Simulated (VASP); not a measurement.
# A VASP study of FeSi2 (Linzhiite) (optB86b-vdW + U): structure first, properties next, part 10 of 12

What structure does FeSi2 (Linzhiite) take at this level, and what are its properties? The start is a cell from a database of measured crystal structures.

VASP 6.6.1, plane waves and PAW; the level of theory is named at each step.

Still holding for the runs below: The magnetic order is the lowest of the few collinear ones that converged above; longer or canted patterns were not tried. The cell is doubled for it, so bands and modes from the zone boundary of the chemical cell fold onto Γ and the labels are those of the larger cell. A U on the itinerant d states of such a compound is hard to justify; it moves the bands at the Fermi level and favours large moments.

So far, pressure (GPa): step 2 (magnetic order: ferromagnetic) 12.1; step 8 (second relaxation) -0.0451; step 9 (single point with fields (optB86b-vdW + U)) 0.0950; step 10 (band structure (optB86b-vdW + U)) 0.0886; step 11 (density of states (optB86b-vdW + U)) -0.137.

### 12. Optical spectrum (optB86b-vdW + U)

Level of this step: optB86b-vdW, DFT+U (Fe d 5 eV), spin-polarised from an antiferromagnetic start; plane waves and PAW (Fe, Si) (VASP).

LOPTICS sums transitions from filled to empty bands. NBANDS is raised for it.

The input, INCAR:

```
SYSTEM = FeSi2
PREC = Accurate
ENCUT = 400
EDIFF = 1E-06
NELM = 100
ISMEAR = 0
SIGMA = 0.05
LREAL = .FALSE.
ALGO = Normal
GGA = MK
AGGAC = 0
LUSE_VDW = .TRUE.
PARAM1 = 0.1234
PARAM2 = 1
LASPH = .TRUE.
NBANDS = 64
ISPIN = 2
MAGMOM = 2.147 -2.147 0 0 0 0
LDAU = .TRUE.
LDAUTYPE = 2
LDAUL = 2 -1
LDAUU = 5 0
LDAUJ = 0 0
LDAUPRINT = 1
LMAXMIX = 4
LORBIT = 11
LWAVE = .FALSE.
LCHARG = .FALSE.
KPAR = 8
LOPTICS = .TRUE.
NEDOS = 1500
CSHIFT = 0.1
```

The input, POSCAR:

```
FeSi2
1.0
    5.4941218942      0.0000000000      0.0000000000
    2.7470609472      2.7470609472      0.0000000000
    0.0000000000      0.0000000000      5.2268827890
Fe Si
2 4
Direct
    0.0000000000      0.5000000000      0.0000000000
    0.5000000000      0.5000000000      0.0000000000
    0.0000000000      0.0000000000      0.2755871446
    0.5000000000      0.0000000000      0.2755871446
    0.0000000000      0.0000000000      0.7244128554
    0.5000000000      0.0000000000      0.7244128554
```

The input, KPOINTS:

```
Automatic mesh
0
Gamma
12 12 7
0 0 0
```

PAW data sets: Fe and Si (PBE family, release 64).

Run with:

```sh
> mpirun -np 8 vasp_std
```

The program printed:

```text
[... set-up lines as in an earlier step ...]
 entering main loop
       N       E                     dE             d eps       ncg     rms          rms(c)
DAV:   1     0.175121020350E+03    0.17512E+03   -0.82714E+03 28784   0.407E+02
DAV:   2    -0.434676062086E+01   -0.17947E+03   -0.15234E+03 29752   0.126E+02
DAV:   3    -0.226856527511E+02   -0.18339E+02   -0.16609E+02 32912   0.402E+01
DAV:   4    -0.231079254991E+02   -0.42227E+00   -0.42029E+00 33944   0.627E+00
DAV:   5    -0.231126915973E+02   -0.47661E-02   -0.47654E-02 33832   0.696E-01    0.217E+01
DAV:   6    -0.266843340239E+02   -0.35716E+01   -0.58475E+00 35720   0.422E+01    0.232E+01
DAV:   7    -0.214600885436E+02    0.52242E+01   -0.65583E+00 37896   0.342E+01    0.750E+00
DAV:   8    -0.216971711372E+02   -0.23708E+00   -0.24760E-01 41648   0.303E+00    0.420E+00
DAV:   9    -0.217713309078E+02   -0.74160E-01   -0.57307E-02 41744   0.229E+00    0.184E+00
DAV:  10    -0.218270694173E+02   -0.55739E-01   -0.38743E-02 40376   0.173E+00    0.690E-01
DAV:  11    -0.218518564892E+02   -0.24787E-01   -0.18858E-02 40928   0.612E-01    0.381E-01
DAV:  12    -0.218642767879E+02   -0.12420E-01   -0.76734E-03 39008   0.454E-01    0.312E-01
DAV:  13    -0.218737550140E+02   -0.94782E-02   -0.92180E-03 39160   0.604E-01    0.172E-01
DAV:  14    -0.218769410718E+02   -0.31861E-02   -0.40883E-03 42152   0.346E-01    0.103E-01
DAV:  15    -0.218776700605E+02   -0.72899E-03   -0.63221E-04 41272   0.153E-01    0.581E-02
DAV:  16    -0.218778754456E+02   -0.20539E-03   -0.25360E-04 40808   0.110E-01    0.225E-02
DAV:  17    -0.218778975835E+02   -0.22138E-04   -0.52569E-05 39704   0.271E-02    0.132E-02
DAV:  18    -0.218779029777E+02   -0.53943E-05   -0.37820E-06 35008   0.858E-03    0.520E-03
DAV:  19    -0.218779025872E+02    0.39058E-06   -0.11963E-06 27808   0.658E-03
   1 F= -.21877903E+02 E0= -.21877290E+02  d E =-.122449E-02  mag=     0.0000
 optical routines
 imaginary and real dielectric function
 recalculating local potential from charge density
 direction            1
 direction            2
 direction            3
```

Wall time 3.9 min (8 MPI ranks of Intel Xeon Platinum 8259CL at 2.50GHz (Skylake/Cascade Lake), shared host); peak memory 8.6 GiB; 30 min of CPU time.

Parts of OUTCAR (step 12):

```text
   k-points           NKPTS =    112   k-points in BZ     NKDIM =    112   number of bands    NBANDS=     64

   NELECT =      32.0000    total number of electrons

atom =   1  type =  1  l = 2

 onsite density matrix

spin component  1

  0.8641 -0.0000 -0.0000  0.0000 -0.0000
 -0.0000  0.8817 -0.0000  0.0000  0.0000
 -0.0000 -0.0000  0.8902 -0.0000  0.0000
  0.0000  0.0000 -0.0000  0.8817  0.0000
 -0.0000  0.0000  0.0000  0.0000  0.8675

spin component  2

  0.7803  0.0000 -0.0000 -0.0000  0.0000
  0.0000  0.6056  0.0000  0.0000 -0.0000
 -0.0000  0.0000  0.2092  0.0000  0.0000
 -0.0000  0.0000  0.0000  0.6056  0.0000
  0.0000 -0.0000  0.0000  0.0000  0.1194

 occupancies and eigenvectors

  o =  0.1194  v =  0.0000  0.0000  0.0000  0.0000  0.0000 -0.0000  0.0000 -0.0000 -0.0000  1.0000      0.0000  0.0000  0.0000  0.0000  0.0000  0.0000  0.0000  0.0000  0.0000  0.0000
  o =  0.2092  v =  0.0000  0.0000  0.0000  0.0000  0.0000 -0.0000  0.0000 -1.0000  0.0000 -0.0000      0.0000  0.0000  0.0000  0.0000  0.0000  0.0000  0.0000  0.0000  0.0000  0.0000
  o =  0.6056  v =  0.0000  0.0000  0.0000  0.0000  0.0000 -0.0000  0.3827 -0.0000 -0.9239  0.0000      0.0000  0.0000  0.0000  0.0000  0.0000  0.0000  0.0000  0.0000  0.0000  0.0000
  o =  0.6056  v =  0.0000  0.0000  0.0000  0.0000  0.0000  0.0000 -0.9239 -0.0000 -0.3827  0.0000      0.0000  0.0000  0.0000  0.0000  0.0000  0.0000  0.0000  0.0000  0.0000  0.0000
  o =  0.7803  v =  0.0000  0.0000  0.0000  0.0000  0.0000 -1.0000 -0.0000  0.0000  0.0000 -0.0000      0.0000  0.0000  0.0000  0.0000  0.0000  0.0000  0.0000  0.0000  0.0000  0.0000
  o =  0.8641  v =  1.0000  0.0000  0.0000 -0.0000  0.0000  0.0000  0.0000  0.0000  0.0000  0.0000      0.0000  0.0000  0.0000  0.0000  0.0000  0.0000  0.0000  0.0000  0.0000  0.0000
  o =  0.8675  v = -0.0000  0.0000 -0.0000 -0.0000  1.0000  0.0000  0.0000  0.0000  0.0000  0.0000      0.0000  0.0000  0.0000  0.0000  0.0000  0.0000  0.0000  0.0000  0.0000  0.0000
  o =  0.8817  v =  0.0000 -0.3827 -0.0000  0.9239  0.0000  0.0000  0.0000  0.0000  0.0000  0.0000      0.0000  0.0000  0.0000  0.0000  0.0000  0.0000  0.0000  0.0000  0.0000  0.0000
  o =  0.8817  v = -0.0000 -0.9239 -0.0000 -0.3827  0.0000  0.0000  0.0000  0.0000  0.0000  0.0000      0.0000  0.0000  0.0000  0.0000  0.0000  0.0000  0.0000  0.0000  0.0000  0.0000
  o =  0.8902  v =  0.0000  0.0000 -1.0000  0.0000 -0.0000  0.0000  0.0000  0.0000  0.0000  0.0000      0.0000  0.0000  0.0000  0.0000  0.0000  0.0000  0.0000  0.0000  0.0000  0.0000

atom =   2  type =  1  l = 2

 onsite density matrix

spin component  1

spin component  2

  0.8641  0.0000 -0.0000  0.0000 -0.0000
  0.0000  0.8817 -0.0000  0.0000 -0.0000
 -0.0000 -0.0000  0.8902 -0.0000  0.0000
  0.0000  0.0000 -0.0000  0.8817  0.0000
 -0.0000 -0.0000  0.0000  0.0000  0.8675

 occupancies and eigenvectors

  o =  0.1194  v = -0.0000 -0.0000 -0.0000 -0.0000  1.0000  0.0000  0.0000  0.0000  0.0000  0.0000      0.0000  0.0000  0.0000  0.0000  0.0000  0.0000  0.0000  0.0000  0.0000  0.0000
  o =  0.2092  v = -0.0000 -0.0000 -1.0000  0.0000 -0.0000  0.0000  0.0000  0.0000  0.0000  0.0000      0.0000  0.0000  0.0000  0.0000  0.0000  0.0000  0.0000  0.0000  0.0000  0.0000
  o =  0.6056  v = -0.0000  0.3827 -0.0000 -0.9239  0.0000  0.0000  0.0000  0.0000  0.0000  0.0000      0.0000  0.0000  0.0000  0.0000  0.0000  0.0000  0.0000  0.0000  0.0000  0.0000
  o =  0.6056  v = -0.0000 -0.9239  0.0000 -0.3827 -0.0000  0.0000  0.0000  0.0000  0.0000  0.0000      0.0000  0.0000  0.0000  0.0000  0.0000  0.0000  0.0000  0.0000  0.0000  0.0000
  o =  0.7803  v = -1.0000 -0.0000  0.0000  0.0000 -0.0000  0.0000  0.0000  0.0000  0.0000  0.0000      0.0000  0.0000  0.0000  0.0000  0.0000  0.0000  0.0000  0.0000  0.0000  0.0000
  o =  0.8641  v =  0.0000  0.0000  0.0000  0.0000  0.0000  1.0000 -0.0000  0.0000 -0.0000  0.0000      0.0000  0.0000  0.0000  0.0000  0.0000  0.0000  0.0000  0.0000  0.0000  0.0000
  o =  0.8675  v =  0.0000  0.0000  0.0000  0.0000  0.0000 -0.0000 -0.0000 -0.0000 -0.0000  1.0000      0.0000  0.0000  0.0000  0.0000  0.0000  0.0000  0.0000  0.0000  0.0000  0.0000
  o =  0.8817  v =  0.0000  0.0000  0.0000  0.0000  0.0000 -0.0000 -0.3827 -0.0000  0.9239 -0.0000      0.0000  0.0000  0.0000  0.0000  0.0000  0.0000  0.0000  0.0000  0.0000  0.0000
  o =  0.8817  v =  0.0000  0.0000  0.0000  0.0000  0.0000  0.0000  0.9239  0.0000  0.3827  0.0000      0.0000  0.0000  0.0000  0.0000  0.0000  0.0000  0.0000  0.0000  0.0000  0.0000
  o =  0.8902  v =  0.0000  0.0000  0.0000  0.0000  0.0000 -0.0000 -0.0000  1.0000 -0.0000  0.0000      0.0000  0.0000  0.0000  0.0000  0.0000  0.0000  0.0000  0.0000  0.0000  0.0000

 E-fermi :   9.5292

 spin component 1
 k-point     1 :       0.0000    0.0000    0.0000
  band No.  band energies     occupation
    ...
     12       7.0673      1.00000
     13       7.0676      1.00000
     14       7.2911      1.00000
     15       8.8542      1.00000
     16       8.9859      1.00000
     17      11.1271      0.00000
     18      12.0578      0.00000
     19      12.0580      0.00000
     20      12.1874      0.00000
     21      12.2238      0.00000
    ...

 k-point     2 :       0.0833    0.0000    0.0000
  band No.  band energies     occupation
    ...
     12       6.9906      1.00000
     13       7.0354      1.00000
     14       7.2329      1.00000
     15       9.0221      1.00000
     16       9.1446      1.00000
     17      10.9071      0.00000
     18      11.4127      0.00000
     19      11.4703      0.00000
     20      12.0738      0.00000
     21      12.1814      0.00000
    ...

  Total       -0.2501532     -0.2501532      0.1440904     -0.0000000     -0.0000000      0.0000000
  in kB       -5.0805089     -5.0805089      2.9264168     -0.0000000     -0.0000000      0.0000000
  external PRESSURE =      -2.4115336 kB  Pullay stress =       0.0000000 kB

 POSITION                                       TOTAL-FORCE (eV/Angst)
 -----------------------------------------------------------------------------------
      1.37353      1.37353      0.00000        -0.000000     -0.000000     -0.000000
      4.12059      1.37353      0.00000        -0.000000      0.000000      0.000000
      0.00000      0.00000      1.44046         0.000000      0.000000      0.002985
      2.74706      0.00000      1.44046         0.000000      0.000000      0.002985
      0.00000      0.00000      3.78642        -0.000000     -0.000000     -0.002985
      2.74706      0.00000      3.78642        -0.000000     -0.000000     -0.002985
 -----------------------------------------------------------------------------------
    total drift:                                0.000000      0.000000     -0.000000

  FREE ENERGIE OF THE ION-ELECTRON SYSTEM (eV)
  ---------------------------------------------------
  free  energy   TOTEN  =       -21.8779025872 eV

  energy  without entropy=      -21.8766780980  energy(sigma->0) =      -21.87729034

Total vdW correction in eV:      4.2602510

Total vdW correction in eV:      4.2602510

 plasma frequency squared (from intraband transitions) (eV^2)
  --------------------------------------------------------------------------------------
       5.553       0.000      -0.000
       0.000       5.553       0.000
      -0.000       0.000      10.579

 magnetization (x)
# of ion       s       p       d       tot
------------------------------------------
    1        0.024   0.049   2.063   2.136
    2       -0.024  -0.049  -2.063  -2.136
    3        0.000   0.000   0.000   0.000
    4        0.000   0.000   0.000   0.000
    5        0.000   0.000   0.000   0.000
    6        0.000   0.000   0.000   0.000
--------------------------------------------------
tot         -0.000   0.000  -0.000  -0.000

[... 7 parts as in an earlier step ...]

[... 9 further parts left out ...]
```

These are independent-particle spectra without excitons or local fields, and fine structure depends on the mesh and on CSHIFT. The intraband (Drude) part is not in this spectrum.

Numbers from this step:

* SCF cycles: 19
* bands: 64
* Fermi energy: 9.529 eV
* pressure: -0.2412 GPa

The imaginary dielectric function has structure finer than the step of the table below, so its rows give means over 0.5 eV, whole bins alone (the curve runs from 0 to 25.0 eV). Peaks (eV: height): xx 0.29: 33.2, 1.16: 53.3; zz 1.49: 29.0, 3.66: 25.1.

The imaginary dielectric function by photon energy; means over each step:

```
photon energy (eV)     xx     zz
               0.5   25.2   8.00
               1.0   42.4   16.2
               1.5   37.2   25.9
               2.0   20.5   20.5
               2.5   17.5   16.5
               3.0   19.6   21.9
               3.5   16.5   22.3
               4.0   15.6   19.4
               4.5   15.3   14.2
               5.0   13.9   13.8
               5.5   11.3   12.6
               6.0   9.88   11.8
               6.5   7.98   9.38
               7.0   6.23   6.83
               7.5   5.19   5.59
               8.0   4.90   4.70
               8.5   4.04   4.05
               9.0   3.15   3.16
               9.5   2.46   2.59
              10.0   2.07   2.11
              10.5   1.75   1.63
              11.0   1.53   1.42
              11.5   1.40   1.30
              12.0   1.25   1.07
              12.5   1.01  0.963
              13.0  0.894  0.887
              13.5  0.834  0.851
              14.0  0.712  0.791
              14.5  0.671  0.702
              15.0  0.639  0.603
              15.5  0.587  0.488
              16.0  0.544  0.491
              16.5  0.504  0.421
              17.0  0.453  0.382
              17.5  0.411  0.369
              18.0  0.357  0.331
              18.5  0.326  0.319
              19.0  0.298  0.292
              19.5  0.267  0.283
              20.0  0.260  0.259
              20.5  0.264  0.234
              21.0  0.236  0.222
              21.5  0.241  0.220
              22.0  0.219  0.210
              22.5  0.215  0.213
              23.0  0.210  0.217
              23.5  0.189  0.218
              24.0  0.181  0.199
              24.5  0.163  0.179
```

Table of real dielectric function by photon energy:

```
photon energy (eV)      xx        zz
                 0    73.9      34.8
                 1    42.2      30.6
                 2    1.52      9.94
                 3    4.55      9.45
                 4   0.993     -3.33
                 5   -3.82     -2.49
                 6   -4.10     -3.38
                 7   -5.02     -5.84
                 8   -3.89     -4.61
                 9   -3.84     -3.99
                10   -2.86     -3.20
                11   -2.18     -2.30
                12   -1.74     -1.72
                13   -1.31     -1.22
                14   -1.00    -0.978
                15  -0.723    -0.822
                16  -0.528    -0.563
                17  -0.411    -0.377
                18  -0.279    -0.234
                19  -0.140    -0.117
                20  0.0116  -0.00768
                21  0.0899    0.0988
                22   0.150     0.197
                23   0.220     0.254
                24   0.280     0.289
```

(Continued in part 11 of 12.)

[Lines on the potential files, build, host, timing and source positions are cut from VASP's logs without a mark.]

[Logs are printed without paths, hosts, clocks, repeated set-up lines and the standing remarks that a program may print on its own settings, such as how far it seeks lower states.]

[Hosts, paths, dates, database ids (printed as entryN), source tags and the programs' standing remarks are cut or masked in the printed files.]

[A measured line is paired with the nearest computed mode of its activity, which favours agreement.]
